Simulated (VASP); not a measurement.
Here is the system:

```yaml
crystal:
  lattice:
    - [1.36549, -2.36510, 0.00000]
    - [1.36549, 2.36510, 0.00000]
    - [0.00000, 0.00000, 4.30623]
  atoms:
    - { symbol: Os, position: [0.33333, 0.66667, 0.25000] }
    - { symbol: Os, position: [0.66667, 0.33333, 0.75000] }
```

Method: PBEsol GGA, VASP's PBE PAW potentials (set 64) (plane waves; VASP). Run with 400 eV cut-off, Gaussian smearing of 0.050 eV, potentials Os.

Unless said otherwise, spin-orbit coupling is left out, though it shifts the bands of the heavy elements here.

Question: What does the run give for the band gap (along the path) with the smallest direct gap where there is one?

Answer: 
```
Quantity                                                      Value
-------------------------  ----------------------------------------
band gap (along the path)  none (metal, semimetal or under 0.01 eV)
```

Only differences to runs with the same potentials and settings are physical.

The compound is Os in the hcp structure. It was relaxed first.
